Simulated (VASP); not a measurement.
Input:

```xyz
2
Lattice="0.0000 2.2464 2.2464 2.2464 0.0000 2.2464 2.2464 2.2464 0.0000" Properties=species:S:1:pos:R:3 pbc="T T T"
Ta     0.0000     0.0000     0.0000
C      2.2464     2.2464     2.2464
```

Level of theory: revPBE GGA, VASP's PBE PAW potentials (set 64) (plane waves; VASP). Run with 520 eV cut-off, Gaussian smearing of 0.050 eV, potentials Ta_pv C.

Problem. Give the energies of bands 5 to 10 at the high-symmetry points, in eV from the Fermi level.

Solution. 
```
band      Γ      X      U      L      W
----  -----  -----  -----  -----  -----
5     -1.31  -4.66  -5.83  -8.60  -5.23
6     -1.31  -4.43  -4.90  -5.38  -4.97
7     -1.31  -1.80  -3.80  -5.38  -4.97
8     -0.50  -1.80  -0.63   2.60   1.54
9     -0.50   2.48   3.02   2.60   1.54
10    -0.50   3.92   3.83   3.55   3.93
```

It has no gap at this level: it comes out as a metal or semimetal.

The compound is TaC in the rock salt structure. It was relaxed first. The electron count is odd and the run is not spin-polarised, which forces a metal.
